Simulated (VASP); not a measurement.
# AgCl: accuracy against cost in the SCF solver and SCF threshold, part 2 of 3

Aim: find what the SCF solver and SCF threshold change for AgCl, and what they cost. The series runs use LDA. The atoms of the start are displaced at random from the sites of a Fm-3m cell.

VASP 6.6.1; LDA; plane waves and PAW (Ag, Cl).

Still holding for the runs below: Spin-orbit coupling is off here; it would split degenerate levels.

So far. Step 5 (SCF solver: ALGO = All): Against the first of the series the energy stays within 0.01 meV an atom; the pressure moves by +0.03 GPa, after 14 cycles in 26 s. Step 6 (SCF solver: ALGO = Damped): Against the first of the series the energy stays within 0.01 meV an atom; the pressure moves by -0.01 GPa, after 20 cycles in 31 s.

## (7) SCF solver: AMIX = 0.1, BMIX = 0.01

Input file INCAR:

```
SYSTEM = AgCl
PREC = Accurate
ENCUT = 400
EDIFF = 1E-06
NELM = 100
ISMEAR = -1
SIGMA = 0.05
LREAL = .FALSE.
ALGO = Normal
GGA = CA
NBANDS = 15
LORBIT = 11
LWAVE = .FALSE.
LCHARG = .FALSE.
KPAR = 2
ISIF = 2
AMIX = 0.1
BMIX = 0.01
```

Input file POSCAR:

```
AgCl
1.0
    0.0000000000      2.7726629968      2.7726629968
    2.7726629968      0.0000000000      2.7726629968
    2.7726629968      2.7726629968      0.0000000000
Ag Cl
1 1
Direct
    0.0020650000     -0.0028460000     -0.0003020000
    0.4879730000      0.4968090000      0.5060830000
```

Input file KPOINTS:

```
Automatic mesh
0
Gamma
8 8 8
0 0 0
```

PAW data sets: Ag and Cl (PBE family, release 64).

Started as:

```console
> mpirun -np 2 vasp_std
```

What it wrote:

```text
[... set-up lines as in an earlier step ...]
 entering main loop
       N       E                     dE             d eps       ncg     rms          rms(c)
[... 5 cycles as in an earlier step ...]
DAV:   6    -0.687169737213E+01    0.93444E-01   -0.41385E-02 10152   0.270E+00    0.598E+00
DAV:   7    -0.677269219915E+01    0.99005E-01   -0.34376E-01 10099   0.794E+00    0.376E+00
DAV:   8    -0.677190734204E+01    0.78486E-03   -0.54242E-02  8703   0.198E+00    0.967E-01
DAV:   9    -0.677093298384E+01    0.97436E-03   -0.30462E-03 10194   0.731E-01    0.322E-01
DAV:  10    -0.677056887021E+01    0.36411E-03   -0.17457E-03  8955   0.407E-01    0.935E-02
DAV:  11    -0.677048428111E+01    0.84589E-04   -0.24616E-04  9361   0.133E-01    0.424E-02
DAV:  12    -0.677048985676E+01   -0.55757E-05   -0.33173E-05  9844   0.438E-02    0.390E-02
DAV:  13    -0.677048592524E+01    0.39315E-05   -0.16460E-05  9361   0.406E-02    0.998E-03
DAV:  14    -0.677048513443E+01    0.79082E-06   -0.29069E-06  9113   0.270E-02
   1 F= -.67704851E+01 E0= -.67704721E+01  d E =-.260258E-04
```

Elapsed: 31 s, on 2 MPI ranks of Intel Xeon 6975P-C (Granite Rapids), shared host; peak memory 0.42 GiB.

OUTCAR, selected parts (step 7):

```text
  Total       -1.4796766     -1.4777663     -1.4648192      0.0010513     -0.0023095      0.0018119
  in kB      -55.6104135    -55.5386213    -55.0520309      0.0395122     -0.0867990      0.0680944
  external PRESSURE =     -55.4003553 kB  Pullay stress =       0.0000000 kB

 POSITION                                       TOTAL-FORCE (eV/Angst)
 -----------------------------------------------------------------------------------
      5.53660      2.77755      2.77050         0.009801     -0.012646     -0.024291
      2.78068      2.75618      2.73047        -0.009801      0.012646      0.024291
 -----------------------------------------------------------------------------------
    total drift:                               -0.000210      0.000186     -0.000092

  FREE ENERGIE OF THE ION-ELECTRON SYSTEM (eV)
  ---------------------------------------------------
  free  energy   TOTEN  =        -6.7704851344 eV

  energy  without entropy=       -6.7704591086  energy(sigma->0) =       -6.77047212

[... 2 parts as in an earlier step ...]

[... 1 further part left out ...]
[key lines of the parts left out:]
E-fermi :   3.9289
```

Against the first of the series the energy stays within 0.01 meV an atom; the pressure moves by +0.05 GPa, after 14 cycles in 31 s.

## (8) SCF solver: AMIX = 0.8

Edit INCAR of step 7 so:

```diff
@@ -16,3 +16,2 @@
 ISIF = 2
-AMIX = 0.1
-BMIX = 0.01
+AMIX = 0.8
```

POSCAR is that of step 7.

KPOINTS is that of step 7.

Started as:

```console
> mpirun -np 2 vasp_std
```

What it wrote:

```text
[... set-up lines as in an earlier step ...]
 entering main loop
       N       E                     dE             d eps       ncg     rms          rms(c)
[... 5 cycles as in an earlier step ...]
DAV:   6    -0.688448429662E+01    0.80657E-01   -0.16701E+00 10162   0.173E+01    0.489E+00
DAV:   7    -0.676942800389E+01    0.11506E+00   -0.51088E-01  9417   0.116E+01    0.175E+00
DAV:   8    -0.677217499304E+01   -0.27470E-02   -0.45836E-02  8675   0.167E+00    0.922E-01
DAV:   9    -0.677064813449E+01    0.15269E-02   -0.36370E-03  9326   0.424E-01    0.425E-01
DAV:  10    -0.677052558740E+01    0.12255E-03   -0.31071E-04  9326   0.180E-01    0.185E-01
DAV:  11    -0.677048478301E+01    0.40804E-04   -0.13456E-04 10075   0.101E-01    0.289E-02
DAV:  12    -0.677048535009E+01   -0.56708E-06   -0.60438E-06  9543   0.202E-02
   1 F= -.67704854E+01 E0= -.67704723E+01  d E =-.260981E-04
```

Wall time 26 s (2 MPI ranks); peak memory 0.43 GiB.

From OUTCAR (step 8):

```text
  Total       -1.4907260     -1.4888145     -1.4759350      0.0010723     -0.0023494      0.0018449
  in kB      -56.0256803    -55.9538426    -55.4697932      0.0403019     -0.0882956      0.0693354
  external PRESSURE =     -55.8164387 kB  Pullay stress =       0.0000000 kB

 POSITION                                       TOTAL-FORCE (eV/Angst)
 -----------------------------------------------------------------------------------
      5.53660      2.77755      2.77050         0.009828     -0.012679     -0.024358
      2.78068      2.75618      2.73047        -0.009828      0.012679      0.024358
 -----------------------------------------------------------------------------------
    total drift:                               -0.000223      0.000203     -0.000059

  FREE ENERGIE OF THE ION-ELECTRON SYSTEM (eV)
  ---------------------------------------------------
  free  energy   TOTEN  =        -6.7704853501 eV

  energy  without entropy=       -6.7704592520  energy(sigma->0) =       -6.77047230

[... 2 parts as in an earlier step ...]

[... 1 further part left out ...]
[key lines of the parts left out:]
E-fermi :   3.9290
```

Against the first of the series the energy stays within 0.01 meV an atom; the pressure moves by +0.01 GPa, after 12 cycles in 26 s.

## (9) SCF solver: IMIX = 1, AMIX = 0.2

Edit INCAR of step 8 so:

```diff
@@ -16,2 +16,3 @@
 ISIF = 2
-AMIX = 0.8
+IMIX = 1
+AMIX = 0.2
```

POSCAR is that of step 8.

KPOINTS is that of step 8.

Started as:

```console
> mpirun -np 2 vasp_std
```

What it wrote:

```text
[... set-up lines as in an earlier step ...]
 entering main loop
       N       E                     dE             d eps       ncg     rms          rms(c)
[... 5 cycles as in an earlier step ...]
DAV:   6    -0.682951066233E+01    0.13563E+00   -0.11319E-01 10075   0.444E+00    0.530E+00
DAV:   7    -0.679131754279E+01    0.38193E-01   -0.52810E-02  9620   0.255E+00    0.412E+00
DAV:   8    -0.677970598122E+01    0.11612E-01   -0.11177E-02 10572   0.124E+00    0.335E+00
DAV:   9    -0.677519449813E+01    0.45115E-02   -0.27258E-03 10054   0.654E-01    0.270E+00
[...]
DAV:  24    -0.677048770109E+01    0.17563E-05   -0.31347E-07  4586   0.640E-03    0.100E-01
DAV:  25    -0.677048664175E+01    0.10593E-05   -0.21422E-07  4586   0.520E-03    0.806E-02
DAV:  26    -0.677048600711E+01    0.63464E-06   -0.13362E-07  4607   0.414E-03
   1 F= -.67704860E+01 E0= -.67704730E+01  d E =-.260925E-04
```

The job ended after 50 s (2 MPI ranks; peak memory 0.41 GiB).

From OUTCAR (step 9):

```text
  Total       -1.4820485     -1.4801293     -1.4672172      0.0010718     -0.0023522      0.0018510
  in kB      -55.6995579    -55.6274273    -55.1421550      0.0402807     -0.0884040      0.0695656
  external PRESSURE =     -55.4897134 kB  Pullay stress =       0.0000000 kB

 POSITION                                       TOTAL-FORCE (eV/Angst)
 -----------------------------------------------------------------------------------
      5.53660      2.77755      2.77050         0.009826     -0.012677     -0.024355
      2.78068      2.75618      2.73047        -0.009826      0.012677      0.024355
 -----------------------------------------------------------------------------------
    total drift:                               -0.000212      0.000191     -0.000085

  FREE ENERGIE OF THE ION-ELECTRON SYSTEM (eV)
  ---------------------------------------------------
  free  energy   TOTEN  =        -6.7704860071 eV

  energy  without entropy=       -6.7704599146  energy(sigma->0) =       -6.77047296

[... 2 parts as in an earlier step ...]

[... 1 further part left out ...]
[key lines of the parts left out:]
E-fermi :   3.9289
```

Against the first of the series the energy stays within 0.01 meV an atom; the pressure moves by +0.04 GPa, after 26 cycles in 50 s.

## (10) The SCF solver series as a table

This step: convergence of LDA results with the solver; plane waves and PAW (VASP 6.6.1).

This step runs nothing: it gathers the runs above.

Differences are taken from the run with ALGO = Normal. Results of the series, by row:

```
                setting     status  energy less the reference (meV/atom)  pressure (GPa)  largest force difference (meV/Å)  gap (eV)  SCF cycles  wall time (s)
          ALGO = Normal  converged                                     0          -5.588                                 0    0.6235          11             23
            ALGO = Fast  converged                               1.20e-4          -5.543                             0.053    0.6237          12             27
        ALGO = VeryFast  converged                               1.30e-4          -5.566                             0.188    0.6235          18             36
             ALGO = All  converged                               2.00e-5           -5.56                             0.029    0.6236          14             26
          ALGO = Damped  converged                               1.25e-4            -5.6                             0.039    0.6239          20             31
AMIX = 0.1, BMIX = 0.01  converged                               5.00e-6           -5.54                             0.067    0.6237          14             31
             AMIX = 0.8  converged                              -8.50e-5          -5.582                             0.001    0.6234          12             26
   IMIX = 1, AMIX = 0.2  converged                              -4.15e-4          -5.549                             0.003    0.6234          26             50
```

## (11) SCF threshold: EDIFF = 0.01

This step: LDA; plane waves and PAW (Ag, Cl) (VASP 6.6.1).

EDIFF stops the electronic loop; forces need it tighter than energies do.

Edit INCAR of step 9 so:

```diff
@@ -3,3 +3,3 @@
 ENCUT = 400
-EDIFF = 1E-06
+EDIFF = 0.01
 NELM = 100
@@ -16,3 +16 @@
 ISIF = 2
-IMIX = 1
-AMIX = 0.2
```

POSCAR is that of step 9.

KPOINTS is that of step 9.

Started as:

```console
> mpirun -np 2 vasp_std
```

What it wrote:

```text
[... set-up lines as in an earlier step ...]
 entering main loop
       N       E                     dE             d eps       ncg     rms          rms(c)
[... 4 cycles as in an earlier step ...]
DAV:   5    -0.696511118734E+01   -0.23408E-03   -0.23406E-03  7407   0.404E-01    0.676E+00
DAV:   6    -0.677442467667E+01    0.19069E+00   -0.44975E-01  9936   0.889E+00    0.420E+00
DAV:   7    -0.677281811022E+01    0.16066E-02   -0.65555E-02  8975   0.179E+00
   1 F= -.67728181E+01 E0= -.67728043E+01  d E =-.275216E-04
```

Run time: 16 s. Hardware: 2 MPI ranks; peak memory 0.43 GiB.

From OUTCAR (step 11):

```text
   NELECT =      18.0000    total number of electrons

 E-fermi :   3.9390

 k-point     1 :       0.0000    0.0000    0.0000
  band No.  band energies     occupation
    ...
      5       1.0379      2.00000
      6       1.0571      2.00000
      7       1.2822      2.00000
      8       1.2950      2.00000
      9       1.3331      2.00000
     10       4.1723      0.01863
     11      14.2563      0.00000
     12      14.2738      0.00000
     13      14.2802      0.00000
     14      15.5562      0.00000
    ...

  Total       -1.3992239     -1.3969866     -1.3832485      0.0011012     -0.0021690      0.0017806
  in kB      -52.5867743    -52.5026922    -51.9863737      0.0413860     -0.0815155      0.0669186
  external PRESSURE =     -52.3586134 kB  Pullay stress =       0.0000000 kB

 POSITION                                       TOTAL-FORCE (eV/Angst)
 -----------------------------------------------------------------------------------
      5.53660      2.77755      2.77050         0.010456     -0.013453     -0.025848
      2.78068      2.75618      2.73047        -0.010456      0.013453      0.025848
 -----------------------------------------------------------------------------------
    total drift:                                0.002017     -0.002656     -0.005236

  FREE ENERGIE OF THE ION-ELECTRON SYSTEM (eV)
  ---------------------------------------------------
  free  energy   TOTEN  =        -6.7728181102 eV

  energy  without entropy=       -6.7727905886  energy(sigma->0) =       -6.77280435

[... 8 parts as in an earlier step ...]

[... 9 further parts left out ...]
```

This step gave:

- SCF cycles: 7
- free energy (TOTEN): -6.773 eV
- Fermi energy: 3.939 eV
- pressure: -5.236 GPa
- gap on the k-mesh: 0.6171 eV
- least direct gap on the k-mesh: 2.839 eV

The series starts at -3.3864 eV an atom and -5.24 GPa, after 7 cycles in 16 s.

## (12) SCF threshold: EDIFF = 0.001

Edit INCAR of step 11 so:

```diff
@@ -3,3 +3,3 @@
 ENCUT = 400
-EDIFF = 0.01
+EDIFF = 0.001
 NELM = 100
```

POSCAR is that of step 11.

KPOINTS is that of step 11.

Started as:

```console
> mpirun -np 2 vasp_std
```

What it wrote:

```text
[... set-up lines as in an earlier step ...]
 entering main loop
       N       E                     dE             d eps       ncg     rms          rms(c)
[... 4 cycles as in an earlier step ...]
DAV:   5    -0.696514086199E+01   -0.26376E-03   -0.26375E-03  9562   0.404E-01    0.678E+00
DAV:   6    -0.677445198381E+01    0.19069E+00   -0.45057E-01  9936   0.889E+00    0.417E+00
DAV:   7    -0.677282136081E+01    0.16306E-02   -0.65125E-02  8990   0.178E+00    0.198E+00
DAV:   8    -0.677060876013E+01    0.22126E-02   -0.42416E-03  9928   0.658E-01    0.343E-01
DAV:   9    -0.677047205459E+01    0.13671E-03   -0.30680E-04  5209   0.284E-01
   1 F= -.67704721E+01 E0= -.67704590E+01  d E =-.261277E-04
```

It took 19 s on 2 MPI ranks; peak memory 0.42 GiB; 37 s of CPU time.

Parts of OUTCAR (step 12):

```text
  Total       -1.4694803     -1.4675315     -1.4547630      0.0010761     -0.0023931      0.0019093
  in kB      -55.2272083    -55.1539670    -54.6740907      0.0404415     -0.0899411      0.0717554
  external PRESSURE =     -55.0184220 kB  Pullay stress =       0.0000000 kB

 POSITION                                       TOTAL-FORCE (eV/Angst)
 -----------------------------------------------------------------------------------
      5.53660      2.77755      2.77050         0.009919     -0.012805     -0.024598
      2.78068      2.75618      2.73047        -0.009919      0.012805      0.024598
 -----------------------------------------------------------------------------------
    total drift:                                0.000195     -0.000340     -0.001094

  FREE ENERGIE OF THE ION-ELECTRON SYSTEM (eV)
  ---------------------------------------------------
  free  energy   TOTEN  =        -6.7704720546 eV

  energy  without entropy=       -6.7704459269  energy(sigma->0) =       -6.77045899

[... 2 parts as in an earlier step ...]

[... 1 further part left out ...]
[key lines of the parts left out:]
E-fermi :   3.9278
```

Against the run before the energy moves by +1.17 meV an atom and the pressure by -0.27 GPa, after 9 cycles in 19 s.

## (13) SCF threshold: EDIFF = 1E-04

Edit INCAR of step 12 so:

```diff
@@ -3,3 +3,3 @@
 ENCUT = 400
-EDIFF = 0.001
+EDIFF = 1E-04
 NELM = 100
```

POSCAR is that of step 12.

KPOINTS is that of step 12.

Started as:

```console
> mpirun -np 2 vasp_std
```

What it wrote:

```text
[... set-up lines as in an earlier step ...]
 entering main loop
       N       E                     dE             d eps       ncg     rms          rms(c)
[... 8 cycles as in an earlier step ...]
DAV:   9    -0.677047401387E+01    0.13475E-03   -0.32608E-04 10149   0.284E-01    0.667E-02
DAV:  10    -0.677048547043E+01   -0.11457E-04   -0.60570E-05  5356   0.572E-02
   1 F= -.67704855E+01 E0= -.67704724E+01  d E =-.261827E-04
```

Elapsed: 23 s, on 2 MPI ranks; peak memory 0.43 GiB.

From OUTCAR (step 13):

```text
  Total       -1.4928445     -1.4909681     -1.4781425      0.0010733     -0.0023326      0.0018418
  in kB      -56.1053026    -56.0347798    -55.5527573      0.0403359     -0.0876663      0.0692215
  external PRESSURE =     -55.8976133 kB  Pullay stress =       0.0000000 kB

 POSITION                                       TOTAL-FORCE (eV/Angst)
 -----------------------------------------------------------------------------------
      5.53660      2.77755      2.77050         0.009849     -0.012714     -0.024424
      2.78068      2.75618      2.73047        -0.009849      0.012714      0.024424
 -----------------------------------------------------------------------------------
    total drift:                               -0.000140      0.000120     -0.000258

  FREE ENERGIE OF THE ION-ELECTRON SYSTEM (eV)
  ---------------------------------------------------
  free  energy   TOTEN  =        -6.7704854704 eV

  energy  without entropy=       -6.7704592877  energy(sigma->0) =       -6.77047238

[... 2 parts as in an earlier step ...]

[... 1 further part left out ...]
[key lines of the parts left out:]
E-fermi :   3.9291
```

Against the run before the energy moves by -0.01 meV an atom and the pressure by -0.09 GPa, after 10 cycles in 23 s.

## (14) SCF threshold: EDIFF = 1E-05

Edit INCAR of step 13 so:

```diff
@@ -3,3 +3,3 @@
 ENCUT = 400
-EDIFF = 1E-04
+EDIFF = 1E-05
 NELM = 100
```

POSCAR is that of step 13.

KPOINTS is that of step 13.

Started as:

```console
> mpirun -np 2 vasp_std
```

What it wrote:

```text
[... set-up lines as in an earlier step ...]
 entering main loop
       N       E                     dE             d eps       ncg     rms          rms(c)
[... 10 cycles as in an earlier step ...]
DAV:  11    -0.677048516225E+01    0.72178E-06   -0.15564E-06  5790   0.160E-02
   1 F= -.67704852E+01 E0= -.67704721E+01  d E =-.260828E-04
```

It took 24 s on 2 MPI ranks; peak memory 0.42 GiB.

[end of part 2 of 3]

[Lines on the potential files, build, host, timing and source positions are cut from VASP's logs without a mark.]

[Logs are printed without paths, hosts, clocks, repeated set-up lines and the standing remarks that a program may print on its own settings, such as how far it seeks lower states.]

[Hosts, paths, dates, database ids (printed as entryN), source tags and the programs' standing remarks are cut or masked in the printed files.]

[A measured line is paired with the nearest computed mode of its activity, which favours agreement.]
